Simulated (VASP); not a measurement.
These are optB88-vdW, VASP's PBE PAW potentials (set 64) (plane waves; VASP) values and carry that method's errors.

Input for VASP

File POSCAR:
```
PbO
1.0
  4.0073081916   0.0000000000   0.0000000000
  0.0000000000   4.0073081916   0.0000000000
  0.0000000000   0.0000000000   4.9956942031
Pb O
2 2
Cartesian
  2.0036540958   0.0000000000   3.8165099454
  0.0000000000   2.0036540958   1.1791842577
  2.0036540958   2.0036540958   0.0000000000
  0.0000000000   0.0000000000   0.0000000000
```

### INCAR
```
! general
SYSTEM    =  PbO
PREC      =  Accurate
ENCUT     =  520   ! plane-wave cut-off (eV)
LREAL     =  F   ! projection in real space or not
LASPH     =  T   ! aspherical one-centre terms

! electronic loop
EDIFF     =  1E-7
NELM      =  100   ! most electronic steps
ALGO      =  Normal
LMAXMIX   =  4   ! l cut-off of mixed one-centre charges

! smearing
ISMEAR    =  0   ! Gaussian
SIGMA     =  0.05   ! width (eV)

! functional
GGA       =  BO
LUSE_VDW  =  T
AGGAC     =  0.0
PARAM1    =  0.1833333333
PARAM2    =  0.22

! ions
IBRION    =  2   ! conjugate gradients
NSW       =  30   ! most ionic steps
ISIF      =  4   ! ions and shape, fixed volume
EDIFFG    =  -0.01

! output
LWAVE     =  F
LCHARG    =  F
```

File KPOINTS:
```
Automatic mesh
0
Gamma
6 6 5
0 0 0
```

POTCAR, in this order: Pb_d O (PBE.64 set). Program: vasp_std.

The resulting files:

File OUTCAR:
```
 ion  position               nearest neighbor table
   1  0.500  0.000  0.764-   3 2.32   4 2.32   3 2.32   4 2.32   2 3.69   2 3.69   2 3.69   2 3.69
                             2 3.87   2 3.87   2 3.87   2 3.87
   2  0.000  0.500  0.236-   3 2.32   4 2.32   4 2.32   3 2.32   1 3.69   1 3.69   1 3.69   1 3.69
                             1 3.87   1 3.87   1 3.87   1 3.87
   3  0.500  0.500  0.000-   1 2.32   2 2.32   1 2.32   2 2.32
   4  0.000  0.000  0.000-   1 2.32   2 2.32   2 2.32   1 2.32
  LATTYP: Found a simple tetragonal cell.
 ALAT       =     4.0073081916
 C/A-ratio  =     1.2466458691
 Subroutine PRICEL returns:
 Original cell was already a primitive cell.
 Subroutine GETGRP returns: Found 16 space group operations
The static configuration has the point symmetry D_2d.
 The point group associated with its full space group is D_4h.
The dynamic configuration has the point symmetry D_2d.
 Subroutine INISYM returns: Found 16 space group operations
 Subroutine IBZKPT returns following result:
 Found     30 irreducible k-points:

 Following reciprocal coordinates:
            Coordinates               Weight
  0.000000  0.000000  0.000000      1.000000
  0.166667  0.000000  0.000000      4.000000
  0.333333  0.000000  0.000000      4.000000
  0.500000  0.000000  0.000000      2.000000
  0.166667  0.166667  0.000000      4.000000
  0.333333  0.166667  0.000000      8.000000
  0.500000  0.166667  0.000000      4.000000
  0.333333  0.333333  0.000000      4.000000
  0.500000  0.333333  0.000000      4.000000
  0.500000  0.500000  0.000000      1.000000
  0.000000  0.000000  0.200000      2.000000
  0.166667  0.000000  0.200000      8.000000
  0.333333  0.000000  0.200000      8.000000
  0.500000  0.000000  0.200000      4.000000
  0.166667  0.166667  0.200000      8.000000
  0.333333  0.166667  0.200000     16.000000
  0.500000  0.166667  0.200000      8.000000
  0.333333  0.333333  0.200000      8.000000
  0.500000  0.333333  0.200000      8.000000
  0.500000  0.500000  0.200000      2.000000
  0.000000  0.000000  0.400000      2.000000
  0.166667  0.000000  0.400000      8.000000
  0.333333  0.000000  0.400000      8.000000
  0.500000  0.000000  0.400000      4.000000
  0.166667  0.166667  0.400000      8.000000
  0.333333  0.166667  0.400000     16.000000
  0.500000  0.166667  0.400000      8.000000
  0.333333  0.333333  0.400000      8.000000
  0.500000  0.333333  0.400000      8.000000
  0.500000  0.500000  0.400000      2.000000
   k-points           NKPTS =     30   k-points in BZ     NKDIM =     30   number of bands    NBANDS=     24
   number of dos      NEDOS =    301   number of ions     NIONS =      4
   total plane-waves  NPLWV =  36000
   dimension x,y,z NGX =    30 NGY =   30 NGZ =   40
   dimension x,y,z NGXF=    60 NGYF=   60 NGZF=   80
   ions per type =               2   2
   PREC   = accura    normal or accurate (medium, high low for compatibility)
   ISTART =      0    job   : 0-new  1-cont  2-samecut
   ICHARG =      2    charge: 1-file 2-atom 10-const
   ISPIN  =      1    spin polarized calculation?
   LNONCOLLINEAR =      F non collinear calculations
   LSORBIT =      F    spin-orbit coupling
   INIWAV =      1    electr: 0-lowe 1-rand  2-diag
   ENCUT  =  520.0 eV  38.22 Ry    6.18 a.u.   7.45  7.45  9.29*2*pi/ulx,y,z
   NELM   =    100;   NELMIN=  2; NELMDL= -5     # of ELM steps
   EDIFF  = 0.1E-06   stopping-criterion for ELM
   LREAL  =      F    real-space projection
   NLSPLINE    = F    spline interpolate recip. space projectors
   LMAXMIX     =    4 max onsite mixed and CHGCAR
   VOSKOWN=      0    Vosko Wilk Nusair interpolation
   EDIFFG = -.1E-01   stopping-criterion for IOM
   NSW    =     30    number of steps for IOM
   NBLOCK =      1;   KBLOCK =     30    inner block; outer block
...
```

File OSZICAR:
```
       N       E                     dE             d eps       ncg     rms          rms(c)
DAV:   1     0.472106647640E+03    0.47211E+03   -0.20333E+04  1440   0.198E+03
DAV:   2     0.438138293611E+02   -0.42829E+03   -0.42057E+03  1552   0.503E+02
DAV:   3    -0.153367743331E+02   -0.59151E+02   -0.58631E+02  1992   0.199E+02
DAV:   4    -0.170999376363E+02   -0.17632E+01   -0.17624E+01  1568   0.388E+01
DAV:   5    -0.171636457707E+02   -0.63708E-01   -0.63695E-01  2072   0.704E+00    0.131E+01
DAV:   6    -0.122623226122E+02    0.49013E+01   -0.39268E+01  2264   0.480E+01    0.561E+00
DAV:   7    -0.120621136889E+02    0.20021E+00   -0.37271E+00  1872   0.147E+01    0.254E+00
DAV:   8    -0.120580991052E+02    0.40146E-02   -0.84942E-01  2000   0.677E+00    0.115E+00
DAV:   9    -0.120301766973E+02    0.27922E-01   -0.16711E-01  2200   0.354E+00    0.262E-01
DAV:  10    -0.120319929193E+02   -0.18162E-02   -0.16805E-02  1776   0.856E-01    0.947E-02
DAV:  11    -0.120318713990E+02    0.12152E-03   -0.34777E-03  2368   0.491E-01    0.732E-02
DAV:  12    -0.120318239359E+02    0.47463E-04   -0.27807E-04  1896   0.191E-01    0.494E-02
DAV:  13    -0.120317978744E+02    0.26062E-04   -0.14431E-04  2424   0.931E-02    0.121E-02
DAV:  14    -0.120317965378E+02    0.13366E-05   -0.11368E-05  1640   0.261E-02    0.384E-03
DAV:  15    -0.120317959757E+02    0.56204E-06   -0.24741E-06  2112   0.206E-02    0.595E-04
DAV:  16    -0.120317962965E+02   -0.32076E-06   -0.57037E-07  1552   0.833E-03    0.210E-03
DAV:  17    -0.120317961753E+02    0.12116E-06   -0.44125E-07  1488   0.729E-03    0.990E-05
DAV:  18    -0.120317961695E+02    0.58499E-08   -0.80632E-08   976   0.206E-03
   1 F= -.12031796E+02 E0= -.12031796E+02  d E =-.120318E+02
       N       E                     dE             d eps       ncg     rms          rms(c)
DAV:   1    -0.120296564500E+02    0.21397E-02   -0.54491E+00  1768   0.133E+01    0.288E-01
DAV:   2    -0.120423234525E+02   -0.12667E-01   -0.14985E-01  2152   0.405E+00    0.156E-01
DAV:   3    -0.120420630111E+02    0.26044E-03   -0.12506E-03  2184   0.397E-01    0.954E-02
DAV:   4    -0.120418781876E+02    0.18482E-03   -0.38403E-04  2256   0.285E-01    0.169E-02
DAV:   5    -0.120418823793E+02   -0.41918E-05   -0.78090E-05  1696   0.877E-02    0.955E-03
DAV:   6    -0.120418815308E+02    0.84853E-06   -0.80917E-06  1784   0.533E-02    0.326E-03
DAV:   7    -0.120418818380E+02   -0.30725E-06   -0.12206E-06  2008   0.138E-02    0.129E-03
DAV:   8    -0.120418819467E+02   -0.10867E-06   -0.19173E-07   928   0.738E-03    0.428E-04
DAV:   9    -0.120418819830E+02   -0.36253E-07   -0.73646E-08   864   0.315E-03
   2 F= -.12041882E+02 E0= -.12041882E+02  d E =-.100858E-01
       N       E                     dE             d eps       ncg     rms          rms(c)
DAV:   1    -0.120411121773E+02    0.76977E-03   -0.81036E-01  1776   0.509E+00    0.963E-02
DAV:   2    -0.120428005697E+02   -0.16884E-02   -0.18883E-02  2080   0.147E+00    0.507E-02
DAV:   3    -0.120427575209E+02    0.43049E-04   -0.17312E-04  2120   0.127E-01    0.253E-02
DAV:   4    -0.120427438553E+02    0.13666E-04   -0.32360E-05  2216   0.771E-02    0.576E-03
DAV:   5    -0.120427443084E+02   -0.45309E-06   -0.75573E-06  1824   0.297E-02    0.286E-03
DAV:   6    -0.120427445569E+02   -0.24849E-06   -0.83769E-07  1808   0.107E-02    0.139E-03
DAV:   7    -0.120427445906E+02   -0.33727E-07   -0.15065E-07   864   0.437E-03
   3 F= -.12042745E+02 E0= -.12042745E+02  d E =-.109484E-01
       N       E                     dE             d eps       ncg     rms          rms(c)
DAV:   1    -0.120481097365E+02   -0.53652E-02   -0.33558E-01  1520   0.498E+00    0.386E-01
DAV:   2    -0.120458240812E+02    0.22857E-02   -0.11769E-02  2256   0.136E+00    0.240E-01
DAV:   3    -0.120443184335E+02    0.15056E-02   -0.16197E-03  1976   0.626E-01    0.579E-02
DAV:   4    -0.120442601646E+02    0.58269E-04   -0.48312E-04  2152   0.218E-01    0.119E-02
DAV:   5    -0.120442610461E+02   -0.88153E-06   -0.43160E-05  1720   0.641E-02    0.501E-03
DAV:   6    -0.120442609788E+02    0.67320E-07   -0.22171E-06  2320   0.244E-02    0.241E-03
DAV:   7    -0.120442611248E+02   -0.14598E-06   -0.50000E-07  1560   0.610E-03    0.900E-04
DAV:   8    -0.120442611406E+02   -0.15825E-07   -0.68870E-08   840   0.267E-03
   4 F= -.12044261E+02 E0= -.12044261E+02  d E =-.151655E-02
       N       E                     dE             d eps       ncg     rms          rms(c)
DAV:   1    -0.120716859652E+02   -0.27425E-01   -0.22707E+00  1504   0.130E+01    0.100E+00
DAV:   2    -0.120565424378E+02    0.15144E-01   -0.82605E-02  2120   0.344E+00    0.622E-01
DAV:   3    -0.120465603982E+02    0.99820E-02   -0.10964E-02  1992   0.153E+00    0.162E-01
DAV:   4    -0.120460013891E+02    0.55901E-03   -0.29318E-03  2176   0.608E-01    0.319E-02
DAV:   5    -0.120460114803E+02   -0.10091E-04   -0.35986E-04  1592   0.182E-01    0.130E-02
DAV:   6    -0.120460112324E+02    0.24793E-06   -0.16886E-05  2440   0.611E-02    0.628E-03
DAV:   7    -0.120460121421E+02   -0.90976E-06   -0.38244E-06  1608   0.161E-02    0.259E-03
DAV:   8    -0.120460122627E+02   -0.12063E-06   -0.58052E-07  1344   0.772E-03    0.659E-04
DAV:   9    -0.120460123001E+02   -0.37404E-07   -0.11622E-07  1032   0.429E-03
   5 F= -.12046012E+02 E0= -.12046012E+02  d E =-.326771E-02
```

**OUTCAR**
```
------------------------ aborting loop because EDIFF is reached ----------------------------------------
  FORCE on cell =-STRESS in cart. coord.  units (eV):
  Direction    XX          YY          ZZ          XY          YZ          ZX
  --------------------------------------------------------------------------------------
  Total        0.3621633      0.3621633      0.3530068      0.0000000      0.0000000      0.0000000
  in kB        7.2329200      7.2329200      7.0500518      0.0000000      0.0000000      0.0000000
  external PRESSURE =       7.1719639 kB  Pullay stress =       0.0000000 kB
  volume of cell :       80.22
      direct lattice vectors                 reciprocal lattice vectors
     4.042575073  0.000000000  0.000000000     0.247367082  0.000000000  0.000000000
     0.000000000  4.042575073 -0.000000000     0.000000000  0.247367082  0.000000000
     0.000000000 -0.000000000  4.908910876     0.000000000  0.000000000  0.203711174
 POSITION                                       TOTAL-FORCE (eV/Angst)
 -----------------------------------------------------------------------------------
      2.02129      4.04258      3.72031         0.000000      0.000000     -0.005879
      0.00000      2.02129      1.18860        -0.000000     -0.000000      0.005879
      2.02129      2.02129     -0.00000         0.000000     -0.000000      0.000000
      0.00000      4.04258     -0.00000         0.000000      0.000000      0.000000
 -----------------------------------------------------------------------------------
    total drift:                                0.000000      0.000000     -0.000000
  FREE ENERGIE OF THE ION-ELECTRON SYSTEM (eV)
  ---------------------------------------------------
  free  energy   TOTEN  =       -12.0460123001 eV

  energy  without entropy=      -12.0460123001  energy(sigma->0) =      -12.04601230

 reached required accuracy - stopping structural energy minimisation
```
(Selected blocks of OUTCAR.)

### CONTCAR
```
PbO
   1.00000000000000
     4.0425750729039560    0.0000000000000000    0.0000000000000000
     0.0000000000000000    4.0425750729039560   -0.0000000000000000
     0.0000000000000000   -0.0000000000000000    4.9089108757051116
  Pb              O
     2     2
Direct
     0.5000000000000000    1.0000000000000000    0.7578681044893131
     0.0000000000000000    0.5000000000000000    0.2421318955106870
     0.5000000000000000    0.5000000000000000    0.0000000000000000
     0.0000000000000000    1.0000000000000000    0.0000000000000000
```

The compound is PbO in the litharge structure. This cell is one point of a volume scan, at 0.97 of the reference volume. Symmetry was kept, so distortions that lower it aren't found.
